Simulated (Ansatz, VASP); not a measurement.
# Cross-check of Ti (Titanium) between VASP and Ansatz, part 2 of 2

Wanted: the spread between two codes on one cell, functional and k mesh. The cell is taken from a series of runs on this material, whose earlier steps may have relaxed, scaled, displaced or heated it; both programs get it as it stands.

VASP 6.6.1 and Ansatz 0.2.0.

So far: The structure; VASP: zone-centre phonons, LDA.

## Step 3: Ansatz: zone-centre phonons, LDA

Level of this step: Ansatz beside VASP: Kohn-Sham DFT, plane waves, LDA (Ansatz).

Ansatz runs on its PAW soft_1 files.

The same cell, functional (in two slightly different forms), mesh and smearing now go to Ansatz, which takes its cutoff from its data sets.

Input file input.yaml:

```yaml
crystal:
  lattice:
    - [2.7776736165, 0.0, 0.0]
    - [-1.3888368082, 2.4055359153, 0.0]
    - [0.0, 0.0, 4.6665113889]
  atoms:
    - { symbol: Ti, position: [0.3333333333, 0.6666666667, 0.25] }
    - { symbol: Ti, position: [0.6666666667, 0.3333333333, 0.75] }
kpoints:
  mp_grid: { grid: [18, 18, 12] }
hamiltonian:
  xc: lda
  pseudopotentials: { kind: paw, azcp: { folder: soft_1 }, xc_functional: pbe }
scf:
  occupations: { method: methfessel_paxton, width: 0.2 }
output:
  eigenvalues: true
phonons:
  method: dfpt
```

On the command line:

```bash
> ansatz run input.yaml --threads 4 --pin off --max-ram 10240MiB --backend cpu --events-out ev --progress --plain --runs-dir out
```

Numbers of over 12 decimals in the logs are rounded to 6 here.

Log:

```text
zone centre: on kpoints.mp_grid the ground state, and the responses unless they are solved on pairs of k-points, stand on 637 of the mesh's 3888 k-points, reduced under 4 symmetry operations, with k and −k counted as one. Each operation leaves every solved displacement unchanged or reverses it
Engine: ansatz 0.2.0, x86_64-unknown-linux-gnu
Pseudopotentials: kind: paw
Pseudopotential: Ti, paw, valence charge 12, recommended cutoff 420 eV (normal), soft_1/Ti.paw.azcp
Functional definition: SPW92
  exchange = slater_x
  correlation = pw_c
Crystal: 2 atoms, lattice volume = 31.181 Å³
Basis set: ecut = 420 eV, 603 PW (Γ), exchange–correlation on 40×40×64 points (8 copies of the dense FFT grid, shifted against one another)
Bands: 16, of which v1, the nominal top of the filled ones, is band 12 counted from 1 (11 counted from 0)
Symmetry: 24 space group operations
k-points: 637 of 3888 (irreducible under 4 space group operations, time reversal used)
Non-local potential: Ti, projectors of the file, l = 0: 3, l = 1: 2, l = 2: 3, l = 3: 1
PAW form: soft (Blöchl's): semilocal exchange-correlation on the pseudo side does not see the compensation charge
PAW frozen core: Ti, regenerated for the run's functional, and the local potential with it (the file was generated under x = pbe(κ = 0.804, μ = 0.219515), c = pbe(β = 0.066725))
PAW one-centre angular grid: Ti, 590 points (default); XC on 64 Gauss nodes
Initial density: superposition of atomic densities (chi_scale 0.1, normalization cell)
Initial wavefunctions: pseudopotential atomic-orbital guess
Functional: x = slater, c = lda
SCF iter   1: F=—  HF=-4900.963184 eV  |F-HF|=—  |Δ(HF+E_count)|=         —  Δρ=6.05e-2  dr2=1.10e0  ethr=3.10e-3  ⟨swp⟩=4.5  Hψ=90417  notcnv=0
automatic band count: the SCF goes on with 20 bands, as 16 were too few: they end inside the smearing window of the response
preconditioner: auto → none  [metal: Δε(μ)=0.018 eV  Ē_g=4.935 eV  σ=0.200 eV  W_gap=0.07  n_scr=2 (ndim 8)  ℏωp=18.8 eV  f_vac=0.000  D(μ)=1.58/eV (n_scr^D=22)  sad-step TF]
SCF iter   2: F=—  HF=-4900.699832 eV  |F-HF|=—  |Δ(HF+E_count)|=   2.63e-1  S|Δr|=    0.00e0  Δρ=3.38e-2  dr2=3.63e-1  ethr=3.10e-3  ⟨swp⟩=2.0  Hψ=21362  notcnv=0  defer=959
SCF iter   3: F=—  HF=-4900.578182 eV  |F-HF|=—  |Δ(HF+E_count)|=   1.22e-1  S|Δr|=    0.00e0  Δρ=1.27e-3  dr2=2.74e-4  ethr=1.51e-3  ⟨swp⟩=3.0  Hψ=22675  notcnv=0  defer=959
SCF iter   4: F=—  HF=-4900.578228 eV  |F-HF|=—  |Δ(HF+E_count)|=   4.56e-5  S|Δr|=    0.00e0  Δρ=1.34e-4  dr2=3.75e-6  ethr=1.14e-6  ⟨swp⟩=2.7  Hψ=21029  notcnv=0  defer=939
SCF iter   5: F=—  HF=-4900.578232 eV  |F-HF|=—  |Δ(HF+E_count)|=   4.30e-6  S|Δr|=    0.00e0  Δρ=5.84e-5  dr2=7.10e-7  ethr=1.56e-8  ⟨swp⟩=2.1  Hψ=19511  notcnv=0  defer=939
SCF iter   6: F=—  HF=-4900.578232 eV  |F-HF|=—  |Δ(HF+E_count)|=   4.94e-7  S|Δr|=    0.00e0  Δρ=9.94e-6  dr2=1.66e-8  ethr=2.96e-9  ⟨swp⟩=2.8  Hψ=19302  notcnv=0  defer=939
SCF iter   7: F=—  HF=-4900.578232 eV  |F-HF|=—  |Δ(HF+E_count)|=   7.07e-9  S|Δr|=    0.00e0  Δρ=8.64e-7  dr2=9.85e-11  ethr=6.91e-11  ⟨swp⟩=3.0  Hψ=19838  notcnv=0  defer=939
SCF iter   8: F=-4900.578232 eV  HF=-4900.578232 eV  |F-HF|=0.00e0  |Δ(HF+E_count)|=  7.09e-11  S|Δr|=    0.00e0  Δρ=3.33e-8  dr2=2.21e-13  ethr=1.00e-12  ⟨swp⟩=8.7  Hψ=50390  notcnv=0
SCF 1 converged in 8 iterations: F = -4900.578232 eV  dr2 = 2.21e-13
  greatest PAW one-centre occupation: 0.998 electrons in one spin orbital (limit 2), on the Ti atom at site 1 (counted from 0), in its partial waves of l = 0
DFPT response loops at Γ: preconditioner auto → Kerker (q_TF=auto, 2.612 Å⁻¹) (partly filled bands, converged f_vac=0.000); β = 1.00, the filter's whole step (`scf.mixing.beta` (0.50) is not read by the response loops under this deck's `scf.mixing.preconditioner`; to damp them name `kerker` or `kerker_dos`, under which they read `scf.mixing.beta`, and type it under 1.00, their step now; both keys bind the ground state too); Broyden in place of MSR1
SCF converged after 8 iterations
Stability not checked: this state was not tested for a lower state beside it, because cold or Methfessel-Paxton smearing, or corrected tetrahedra, fill the levels in a way that the test cannot read (fill_not_monotonic; see scf.lower_state_search)
Free energy (F): -4900.578232 eV
Harris-Foulkes:  -4900.578232 eV  (|F-HF|=0.00e0)
Internal energy: -4900.581335 eV  (E = F + TS)
E sigma→0 (E₀):  -4900.579007 eV
Entropy (-TS):   0.003103 eV (1.552 meV/atom)
Fermi energy:    14.723872 eV
Step filling:    the computed levels leave a gap of 0.0000 eV = 0.0 smearing widths at the electron count; against every level under it full and every level over it empty, smearing changes F+E_penalty+E_count by +1.327 meV and its σ→0 estimate by +0.551 meV
--- Per-component energies (eV) ---
  E_band       = -273.950293
  E_kinetic    = 567.949001
  E_local      = -1635.596677  (includes V_loc(G=0)·N_el)
  E_nonlocal   = 130.710224
  E_hartree    = 653.575298
  E_xc         = -231.891563
  E_vxc        = -292.223092  (∫ρ·V_xc dr)
  E_paw        = -1988.951446  (= ΣΔE_a)
  E_vpaw       = -351.940215  (= ΣTr[D̂ρ^β])
  E_aug_tail   = -0.000151  (compensation charges beyond the density's cutoff)
  E_ewald      = -2397.027922
  E_core_change = 0.651901  (= ΣΔE_core)
  E_smearing   = 0.003103  (= −TS)
  E_closure    = -0.000000  (closes the sum)
  Σ components = -4900.578232   (vs F -4900.578232, Δ=0.00e0)
--- Band table (eV; the first three rows and the last of 637) ---
  k-point 0: bands = [... 8 lower, 8.4209, 11.7780, 15.2671, 15.3694, 15.6145, 15.6145, 16.0877, 16.0877, ... 4 higher]
  k-point 1: bands = [... 8 lower, 8.4809, 11.7537, 15.2362, 15.2686, 15.5977, 15.5977, 16.0620, 16.0620, ... 4 higher]
  k-point 2: bands = [... 8 lower, 8.6582, 11.6677, 15.0200, 15.1474, 15.5603, 15.5603, 15.9909, 15.9909, ... 4 higher]
  k-point 636: bands = [... 8 lower, 12.5804, 12.5804, 14.1018, 14.1018, 14.7208, 14.7208, 16.4518, 16.4518, ... 4 higher]
--- Phonons (Γ-DFPT): 2 representative perturbations + reference, on 637 of 3888 k-points (Σ response iterations 6) ---
  k mesh reduced under 4 symmetry operations, with k and −k counted as one. Each operation leaves every solved displacement unchanged or reverses it
  ASR residual: 1.831e-5 → 0.000e0 eV/Å²; symmetrization residual: 3.404e-10 eV/Å²
  ASR residual per site (eV/Å²): 1.83e-5 1.83e-5
  Γ frequencies (cm⁻¹): 0.00 0.00 0.00 99.57 99.57 227.08
  non-analytic LO–TO correction: not included (Born effective charges unavailable; polar crystals: no LO–TO splitting at Γ)
```

## Step 4: Side by side

Known differences besides the potentials themselves: the two LDA forms differ slightly; the cutoff is 420 eV in Ansatz and 500 eV in VASP; VASP's log shows a relativistic correction to its local exchange, Ansatz's none. Total energies have different zeros and are not compared.

The two programs side by side:

| quantity | Ansatz | VASP | difference |
| --- | --- | --- | --- |
| optical mode 1 to 2 (cm⁻¹) | 99.6 | 98.9 | +0.71 % |
| optical mode 3 (cm⁻¹) | 227.1 | 228.0 | -0.40 % |

Modes are paired by rising frequency, not by their patterns, so a pair may set unlike modes beside each other; they are those without the splitting of longitudinal modes.

## Step 5: What came out

```yaml
r_m_s_difference_of_the_optical_zone_centre_modes_each_program_s_sorted_by_frequency_zone_centre_phonons_lda: 0.77 cm⁻¹
difference_in_optical_mode_1_to_2_zone_centre_phonons_lda: +0.7 %
```

**Reading.** The r.m.s. difference of the optical zone-centre modes, each program's sorted by frequency is 0.77 cm⁻¹ (zone-centre phonons, LDA). Among the rows given in per cent, the largest difference of the zone-centre phonons, LDA pair is in optical mode 1 to 2, +0.7 %. How closely two codes agree says nothing of how well the functional describes the real material.

[Lines on the potential files, build, host, timing and source positions are cut from VASP's logs without a mark.]

[Logs are printed without paths, hosts, clocks, repeated set-up lines and the standing remarks that a program may print on its own settings, such as how far it seeks lower states.]

[Hosts, paths, dates, database ids (printed as entryN), source tags and the programs' standing remarks are cut or masked in the printed files.]
